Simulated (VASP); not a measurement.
Data:

```yaml
crystal:
  lattice:
    - [4.44893, 0.00000, 0.00000]
    - [0.00000, 4.44893, 0.00000]
    - [0.00000, 0.00000, 4.44893]
  atoms:
    - { symbol: Cu, position: [0.75000, 0.25000, 0.75000] }
    - { symbol: Cu, position: [0.25000, 0.75000, 0.75000] }
    - { symbol: Cu, position: [0.75000, 0.75000, 0.25000] }
    - { symbol: Cu, position: [0.25000, 0.25000, 0.25000] }
    - { symbol: O, position: [0.00000, 0.00000, 0.00000] }
    - { symbol: O, position: [0.50000, 0.50000, 0.50000] }
```

All values below come from RPBE GGA, VASP's PBE PAW potentials (set 64) (plane waves; VASP 6.6.1). Settings: 520 eV cut-off, 5×5×5 Γ-centred mesh, Gaussian smearing of 0.050 eV, potentials Cu O.

Question: Give the stress tensor in GPa (positive for a compressed cell).

Answer: 
```
-4.88   0.00   0.00
 0.00  -4.88   0.00
 0.00   0.00  -4.88
```
The pressure is its mean diagonal, -4.88 GPa.

The compound is Cu2O in the cuprite structure. This cell is one point of a volume scan, at 1.06 of the reference volume.
